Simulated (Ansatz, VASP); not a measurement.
**One calculation of Hf7CO16 (a cell with a defect), two programs**

```
C Hf O
1.0
     0.00000    5.11500    5.11500
     5.11500    0.00000    5.11500
     5.11500    5.11500    0.00000
C Hf O
1 7 16
Direct
  0.00000 0.00000 0.00000
  0.00000 0.00000 0.50000
  0.00000 0.50000 0.00000
  0.00000 0.50000 0.50000
  0.50000 0.00000 0.00000
  0.50000 0.00000 0.50000
  0.50000 0.50000 0.00000
  0.50000 0.50000 0.50000
  0.12500 0.12500 0.12500
  0.12500 0.12500 0.62500
  0.12500 0.62500 0.12500
  0.12500 0.62500 0.62500
  0.62500 0.12500 0.12500
  0.62500 0.12500 0.62500
  0.62500 0.62500 0.12500
  0.62500 0.62500 0.62500
  0.37500 0.37500 0.37500
  0.37500 0.37500 0.87500
  0.37500 0.87500 0.37500
  0.37500 0.87500 0.87500
  0.87500 0.37500 0.37500
  0.87500 0.37500 0.87500
  0.87500 0.87500 0.37500
  0.87500 0.87500 0.87500
```

Alike in both runs: task electric field gradients; functional PBE; k mesh 3 × 3 × 3; occupations fermi-dirac, width 0.01 eV; no spin polarisation.

|  | VASP | Ansatz |
| --- | --- | --- |
| version | VASP 6.6.1 | Ansatz 0.2.0 |
| potentials or method | VASP PAW PBE potentials, release 64 (C, Hf_pv, O) | plane-wave PAW, scalar-relativistic |
| plane-wave cutoff (eV) | 520 | 420 |
| valence electrons in the cell | 170 | 282 |

Ansatz gave:

```
pressure (GPa)                                                 : -4.3
rms of the force components (eV/Å)                             : 0.245
Vzz of the field gradient on the site that differs most (V/Å²) : -55.6
```

Task: Estimate VASP's values.

Result: Pressure (GPa): -7.3; rms of the force components (eV/Å): 0.275; Vzz of the field gradient on the site that differs most (V/Å²): -41.2.

Atom by atom the forces differ by 0.031 eV/Å (rms over components). The functional is the same, so the differences come from potentials, cutoffs and numerics. The two sets of potentials don't hold the same shells in valence. Ansatz warned: «gradients_without_spin_orbit».

The runs have no spin-orbit coupling, so splittings on Hf are missing.
